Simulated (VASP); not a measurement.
OSZICAR of a VASP run on SiO₂ (rutile):

OSZICAR:
```
       N       E                     dE             d eps       ncg     rms          rms(c)
DAV:   1     0.328241292337E+03    0.32824E+03   -0.17355E+04  1200   0.165E+03
DAV:   2     0.119197220485E+02   -0.31632E+03   -0.30296E+03  1876   0.538E+02
DAV:   3    -0.586735434316E+01   -0.17787E+02   -0.17569E+02  1456   0.124E+02
DAV:   4    -0.640831257254E+01   -0.54096E+00   -0.53853E+00  1668   0.277E+01
DAV:   5    -0.641636128979E+01   -0.80487E-02   -0.80396E-02  1428   0.290E+00    0.214E+01
DAV:   6    -0.584616863901E+02   -0.52045E+02   -0.31677E+02  1328   0.215E+02    0.181E+01
DAV:   7    -0.570885399749E+02    0.13731E+01   -0.47097E+00  1364   0.242E+01    0.135E+01
DAV:   8    -0.560371399982E+02    0.10514E+01   -0.42509E+01  1344   0.440E+01    0.779E+00
DAV:   9    -0.553553413832E+02    0.68180E+00   -0.41273E+00  1300   0.181E+01    0.309E+00
DAV:  10    -0.556485665445E+02   -0.29323E+00   -0.91126E-01  1340   0.703E+00    0.892E-01
DAV:  11    -0.551237494885E+02    0.52482E+00   -0.17032E-01  1248   0.534E+00    0.257E-01
DAV:  12    -0.556432883714E+02   -0.51954E+00   -0.18133E-01  1216   0.534E+00    0.160E-01
DAV:  13    -0.556589877291E+02   -0.15699E-01   -0.56359E-03  1392   0.888E-01    0.386E-02
DAV:  14    -0.556584974455E+02    0.49028E-03   -0.45198E-04  1344   0.165E-01    0.624E-02
DAV:  15    -0.556589637618E+02   -0.46632E-03   -0.49678E-04  1280   0.216E-01    0.851E-03
DAV:  16    -0.556590494699E+02   -0.85708E-04   -0.26598E-05  1300   0.692E-02    0.454E-03
DAV:  17    -0.556590663794E+02   -0.16909E-04   -0.52311E-06  1376   0.266E-02    0.186E-03
DAV:  18    -0.556590695922E+02   -0.32129E-05   -0.33269E-06  1328   0.220E-02    0.916E-04
DAV:  19    -0.556590702358E+02   -0.64352E-06   -0.33781E-07  1260   0.767E-03    0.925E-04
DAV:  20    -0.556590702128E+02    0.22927E-07   -0.10017E-08   708   0.879E-04
   1 F= -.55659070E+02 E0= -.55659070E+02  d E =-.556591E+02
       N       E                     dE             d eps       ncg     rms          rms(c)
DAV:   1    -0.556459653748E+02    0.13105E-01   -0.19587E+00  1224   0.123E+01    0.450E-01
DAV:   2    -0.556618749524E+02   -0.15910E-01   -0.71481E-02  1372   0.225E+00    0.239E-01
DAV:   3    -0.556632113081E+02   -0.13364E-02   -0.42755E-03  1332   0.594E-01    0.115E-01
DAV:   4    -0.556625874817E+02    0.62383E-03   -0.83699E-04  1532   0.406E-01    0.218E-02
DAV:   5    -0.556630193115E+02   -0.43183E-03   -0.79572E-04  1272   0.305E-01    0.235E-02
DAV:   6    -0.556632287013E+02   -0.20939E-03   -0.12455E-04  1300   0.123E-01    0.823E-03
DAV:   7    -0.556632650211E+02   -0.36320E-04   -0.20876E-05  1288   0.487E-02    0.222E-03
DAV:   8    -0.556632755258E+02   -0.10505E-04   -0.36592E-06  1288   0.228E-02    0.115E-03
DAV:   9    -0.556632757065E+02   -0.18072E-06   -0.32546E-07  1232   0.624E-03    0.504E-04
DAV:  10    -0.556632758889E+02   -0.18238E-06   -0.24982E-07   992   0.536E-03    0.323E-04
DAV:  11    -0.556632759960E+02   -0.10710E-06   -0.47180E-08   704   0.278E-03    0.117E-04
DAV:  12    -0.556632760042E+02   -0.81850E-08   -0.62704E-09   672   0.908E-04
   2 F= -.55663276E+02 E0= -.55663276E+02  d E =-.420579E-02
       N       E                     dE             d eps       ncg     rms          rms(c)
DAV:   1    -0.556632541105E+02    0.21886E-04   -0.34133E-03  1224   0.511E-01    0.186E-02
DAV:   2    -0.556632810287E+02   -0.26918E-04   -0.12457E-04  1384   0.940E-02    0.101E-02
DAV:   3    -0.556632832014E+02   -0.21727E-05   -0.74640E-06  1344   0.247E-02    0.485E-03
DAV:   4    -0.556632821126E+02    0.10888E-05   -0.14181E-06  1524   0.167E-02    0.909E-04
DAV:   5    -0.556632828378E+02   -0.72516E-06   -0.12721E-06  1272   0.122E-02    0.997E-04
DAV:   6    -0.556632831871E+02   -0.34937E-06   -0.22106E-07   816   0.521E-03    0.359E-04
DAV:   7    -0.556632832614E+02   -0.74290E-07   -0.41567E-08   688   0.213E-03
   3 F= -.55663283E+02 E0= -.55663283E+02  d E =-.421305E-02
       N       E                     dE             d eps       ncg     rms          rms(c)
DAV:   1    -0.556640653753E+02   -0.78219E-03   -0.71852E-02  1320   0.238E+00    0.188E-01
DAV:   2    -0.556634869253E+02    0.57845E-03   -0.89879E-04  1368   0.261E-01    0.106E-01
DAV:   3    -0.556632023239E+02    0.28460E-03   -0.57840E-04  1336   0.242E-01    0.115E-02
DAV:   4    -0.556635353724E+02   -0.33305E-03   -0.20388E-04  1260   0.159E-01    0.560E-03
DAV:   5    -0.556635671443E+02   -0.31772E-04   -0.27450E-05  1288   0.571E-02    0.372E-03
DAV:   6    -0.556635734651E+02   -0.63208E-05   -0.57439E-06  1300   0.282E-02    0.837E-04
DAV:   7    -0.556635759341E+02   -0.24691E-05   -0.17290E-06  1276   0.161E-02    0.517E-04
DAV:   8    -0.556635761138E+02   -0.17966E-06   -0.15508E-07   876   0.485E-03    0.238E-04
DAV:   9    -0.556635763265E+02   -0.21269E-06   -0.81147E-08   768   0.310E-03    0.751E-05
DAV:  10    -0.556635763726E+02   -0.46135E-07   -0.21072E-08   648   0.160E-03
   4 F= -.55663576E+02 E0= -.55663576E+02  d E =-.293111E-03
       N       E                     dE             d eps       ncg     rms          rms(c)
DAV:   1    -0.556636495372E+02   -0.73211E-04   -0.47406E-03  1320   0.611E-01    0.483E-02
DAV:   2    -0.556636104161E+02    0.39121E-04   -0.59675E-05  1364   0.674E-02    0.273E-02
DAV:   3    -0.556635909102E+02    0.19506E-04   -0.38674E-05  1344   0.627E-02    0.301E-03
DAV:   4    -0.556636138428E+02   -0.22933E-04   -0.13422E-05  1260   0.408E-02    0.146E-03
DAV:   5    -0.556636158322E+02   -0.19894E-05   -0.17028E-06  1292   0.142E-02    0.958E-04
DAV:   6    -0.556636163155E+02   -0.48326E-06   -0.41759E-07  1272   0.759E-03    0.227E-04
DAV:   7    -0.556636165299E+02   -0.21441E-06   -0.14238E-07   776   0.467E-03    0.141E-04
DAV:   8    -0.556636165688E+02   -0.38897E-07   -0.16535E-08   652   0.143E-03
   5 F= -.55663617E+02 E0= -.55663617E+02  d E =-.333307E-03
```

Problem. Which electronic solver shows in the log?

Solution. It is blocked Davidson (ALGO = Normal, or the opening steps of other solvers). The INCAR had ALGO = Normal.

Problem. Can the final energy be trusted as converged?

Solution. The calculation finished and met its thresholds. It stopped with EDIFF = 1E-7, NELM = 100, NSW = 30 and EDIFFG = -0.01 after 5 ionic steps (revTPSS meta-GGA, plane waves, VASP's PBE PAW potentials (set 64)).

The compound is SiO2 in the rutile structure, stishovite, a high-pressure form. This cell is one point of a volume scan, at 1.03 of the reference volume. Symmetry was kept, so distortions that lower it aren't found.
